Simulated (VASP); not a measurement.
Input for VASP

POSCAR:
```
RuAl
1
    2.9914950000     0.0000000000     0.0000000000
    0.0000000000     2.9914950000     0.0000000000
    0.0000000000     0.0000000000     2.9914950000
Al Ru
1 1
Direct
  0.5000000000   0.5000000000   0.5000000000
  0.0000000000   0.0000000000   0.0000000000
```

**KPOINTS**
```
Automatic mesh
0
Gamma
3 3 3
0 0 0
```

### INCAR
```
ALGO = Normal
EDIFF = 1E-6
ENCUT = 300
GGA = PE
ISIF = 2
ISMEAR = 0
LASPH = .TRUE.
LCHARG = .FALSE.
LMAXMIX = 4
LREAL = .FALSE.
LWAVE = .FALSE.
NELM = 100
PREC = Accurate
SIGMA = 0.272
SYSTEM = RuAl
```

POTCAR, in this order: Al Ru_pv (PBE.64 set). Program: vasp_std.

### Question
Translate this PBE calculation to Quantum ESPRESSO's pw.x.

### Answer
One equivalent input (not run):
```
&CONTROL
  calculation = 'scf'
  pseudo_dir = './pseudo'
  outdir = './out'
  tprnfor = .true.
  tstress = .true.
/
&SYSTEM
  ibrav = 0
  nat = 2
  ntyp = 2
  ecutwfc = 84
  occupations = 'smearing'
  smearing = 'gaussian'
  degauss = 0.01999
  input_dft = 'pbe'
/
&ELECTRONS
  conv_thr = 7.3e-08
  electron_maxstep = 100
/
ATOMIC_SPECIES
  Al 26.982 Al.upf
  Ru 101.070 Ru.upf
CELL_PARAMETERS angstrom
     2.9914950    0.0000000    0.0000000
     0.0000000    2.9914950    0.0000000
     0.0000000    0.0000000    2.9914950
ATOMIC_POSITIONS crystal
  Al   0.5000000  0.5000000  0.5000000
  Ru   0.0000000  0.0000000  0.0000000
K_POINTS automatic
  3 3 3 0 0 0
```
Limits of the translation: the potentials are each code's own (VASP's PAW set, PseudoDojo norm-conserving files in pw.x), so ENCUT and ecutwfc are chosen apart and not converted; conv_thr bounds pw.x's estimated SCF error, while EDIFF bounds the energy change between steps.

The structure is a typed RuAl crystal. The cell was not relaxed at this level. The k-mesh is coarse (spacing up to 0.70 per Å, 2π included), so the numbers may not be converged in it. The run is one of a series of settings (KPOINTS 3×3×3 Γ-centred mesh against the base run), some of them coarse on purpose.
